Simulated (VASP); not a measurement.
Given:

```
AlP
1.0
    0.00000     2.75282     2.75282
    2.75282     0.00000     2.75282
    2.75282     2.75282     0.00000
Al P
1 1
Cartesian
  0.00000   0.00000   0.00000
  1.37641   1.37641   1.37641
```

All values below come from PBE GGA, VASP's PBE PAW potentials (set 64) (plane waves; VASP 6.6.1). Settings: 400 eV cut-off, 15×15×15 Γ-centred mesh, Gaussian smearing of 0.010 eV, potentials Al P.

Question: Give the direction-averaged independent-particle dielectric function (no local fields, no excitons; a broadening of 0.1 eV leaves a tail below the gap, and fine structure carries the noise of the k-mesh).

Answer: 
```tsv
ħω (eV)	ε₁	ε₂
0.00	8.77	0.00
0.40	8.82	0.03
0.90	9.05	0.07
1.40	9.51	0.12
1.90	10.27	0.20
2.30	11.25	0.30
2.80	13.35	0.60
3.30	18.13	2.15
3.80	21.61	13.05
4.30	16.77	30.68
4.70	-1.01	23.74
5.20	-3.04	10.99
5.70	-6.92	12.10
6.20	-7.51	8.96
6.60	-5.27	5.99
7.10	-4.96	4.54
7.60	-3.65	3.83
8.10	-3.23	3.00
8.60	-3.29	2.32
9.00	-2.53	1.98
9.50	-2.31	1.68
10.00	-2.19	1.22
10.50	-1.94	0.92
11.00	-1.55	0.86
```
ε₂ peaks at 4.4 eV (height 32.0), 5.5 eV (height 15.3); ε₁(0) averages 8.77, so the electronic refractive index below the gap tends to √8.77 = 2.96.

The compound is AlP in the zinc blende structure. It was relaxed first.
